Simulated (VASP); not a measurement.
Given:

```
CELL_PARAMETERS angstrom
      3.34119     0.00000     0.00000
     -1.67059     2.89355     0.00000
      0.00000     0.00000     5.56977
ATOMIC_POSITIONS crystal
  Sb 0.33333 0.66667 0.25000
  Sb 0.66667 0.33333 0.75000
```

Level of theory: r2SCAN meta-GGA, VASP's PBE PAW potentials (set 64) (plane waves; VASP 6.6.1). Numerical set-up: 400 eV cut-off, 14×14×8 Γ-centred mesh, tetrahedra with Blöchl corrections, potentials Sb.

Question: Give the energies of bands 3 to 8 at the high-symmetry points, in eV from the Fermi level.

Answer: 
```
band      Γ      M      K      A      L      H
----  -----  -----  -----  -----  -----  -----
3     -6.24  -4.69  -4.71  -1.13  -5.71  -4.55
4      3.94  -3.51  -2.45  -1.13  -5.71  -4.55
5      3.94  -2.47  -2.45   4.76   1.67  -3.49
6      5.32  -0.14  -1.41   4.76   1.67  -3.49
7      5.61   0.48  -0.86   4.76   1.73   2.90
8      5.61   3.75  -0.86   4.76   1.73   2.90
```

It has no gap at this level: it comes out as a metal or semimetal.

The structure comes from a computed database's Sb entry (P6_3/mmc); how it stands against other phases isn't given here. It was relaxed first.
